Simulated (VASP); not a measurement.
An input for Ansatz (written as the equivalent of a VASP run, and not itself run):

Ansatz 0.2 input:
```yaml
crystal:
  lattice:
    - [5.5148232, 0.0000000, 0.0000000]
    - [0.0000000, 5.5148232, 0.0000000]
    - [0.0000000, 0.0000000, 5.5148232]
  atoms:
    - { symbol: Zn, position: [0.9933729, 0.9933729, 0.9933729] }
    - { symbol: Zn, position: [0.5066271, 0.5066271, 0.9933729] }
    - { symbol: Zn, position: [0.5066271, 0.9933729, 0.5066271] }
    - { symbol: Zn, position: [0.9933729, 0.5066271, 0.5066271] }
    - { symbol: Se, position: [0.2500000, 0.2500000, 0.2500000] }
    - { symbol: S, position: [0.7500000, 0.7500000, 0.2500000] }
    - { symbol: S, position: [0.7500000, 0.2500000, 0.7500000] }
    - { symbol: S, position: [0.2500000, 0.7500000, 0.7500000] }
kpoints:
  mp_grid: { grid: [4, 4, 4] }
hamiltonian:
  xc: pbe
  pseudopotentials: { kind: paw }
scf:
  occupations: { method: gaussian, width: 0.05 }
  max_iter: 100
output: { forces: true, stress: true, eigenvalues: true }
```

### Question
Write the VASP files for the same calculation (PBE).

### Answer
Several could match; the one computed here: 
**POSCAR**
```
Zn4S3Se
1
    5.5148232329     0.0000000000     0.0000000000
    0.0000000000     5.5148232329     0.0000000000
    0.0000000000     0.0000000000     5.5148232329
Zn Se S
4 1 3
Direct
  0.9933728539   0.9933728539   0.9933728539
  0.5066271461   0.5066271461   0.9933728539
  0.5066271461   0.9933728539   0.5066271461
  0.9933728539   0.5066271461   0.5066271461
  0.2500000000   0.2500000000   0.2500000000
  0.7500000000   0.7500000000   0.2500000000
  0.7500000000   0.2500000000   0.7500000000
  0.2500000000   0.7500000000   0.7500000000
```

### INCAR
```
ALGO = Normal
EDIFF = 1E-6
ENCUT = 400
GGA = PE
ISMEAR = 0
LASPH = .True.
LCHARG = .False.
LMAXMIX = 4
LREAL = .False.
LWAVE = .True.
NELM = 100
PREC = Accurate
SIGMA = 0.05
SYSTEM = Zn4S3Se
```

KPOINTS:
```
K-points
0
gamma
 4 4 4
```

POTCAR, in this order: Zn Se S (PBE.64 set). Program: vasp_std.

What does not carry over: each code has its own PAW files, so the cut-off isn't converted (ENCUT is set for VASP's; basis.ecutwfc is left out, and Ansatz then takes the one that its files recommend); Ansatz stops its SCF on the density residual and VASP on the energy change (EDIFF).

The structure was generated: Zn4S3Se was put into an ordered model structure (P-43m), which need not be its known phase. It was relaxed first.
